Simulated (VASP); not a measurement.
These are PBEsol GGA, VASP's PBE PAW potentials (set 64) (plane waves; VASP 6.6.1) values and carry that method's errors.

The input files of a VASP run:

INCAR:
```
ALGO = Normal
EDIFF = 1E-8
EDIFFG = -0.001
ENCUT = 400
GGA = PS
IBRION = 1
ISIF = 2
ISMEAR = 1
LASPH = .TRUE.
LCHARG = .FALSE.
LMAXMIX = 4
LREAL = .FALSE.
LWAVE = .FALSE.
NELM = 100
NSW = 30
PREC = Accurate
SIGMA = 0.1
SYSTEM = Rh
```

### KPOINTS
```
kpoints
0
G
  15 15 15
```

### POSCAR
```
Rh
1.0
  0.0000000000   1.8873668598   1.8873668598
  1.8873668598   0.0000000000   1.8873668598
  1.8873668598   1.8873668598   0.0000000000
Rh
1
Direct
  0.0000000000   0.0000000000   0.0000000000
```

POTCAR, in this order: Rh_pv (PBE.64 set). Program: vasp_std.

Problem. Estimate the energy per atom (σ→0), band gap (on the k-mesh).

Solution. 
```yaml
energy per atom (σ→0): -8.137 eV/atom
band gap (on the k-mesh): none (metal, semimetal or under 0.01 eV)
```

OSZICAR:
```
...
DAV:   7    -0.814278662481E+01    0.24148E-01   -0.29377E-02  3060   0.220E+00    0.169E+00
DAV:   8    -0.813764441391E+01    0.51422E-02   -0.43711E-03  2727   0.108E+00    0.219E-01
DAV:   9    -0.813747015919E+01    0.17425E-03   -0.12008E-04  3054   0.177E-01    0.326E-02
DAV:  10    -0.813747594886E+01   -0.57897E-05   -0.26992E-06  2913   0.231E-02    0.352E-03
DAV:  11    -0.813747605166E+01   -0.10280E-06   -0.26735E-07  3042   0.756E-03    0.623E-04
DAV:  12    -0.813747590221E+01    0.14945E-06   -0.93014E-09  1815   0.165E-03    0.341E-05
DAV:  13    -0.813747590471E+01   -0.25002E-08   -0.41042E-10  1515   0.263E-04
   1 F= -.81374759E+01 E0= -.81374191E+01  d E =-.813748E+01
```

The compound is Rh in the fcc structure. It was relaxed first. The start is the result of an earlier pass.
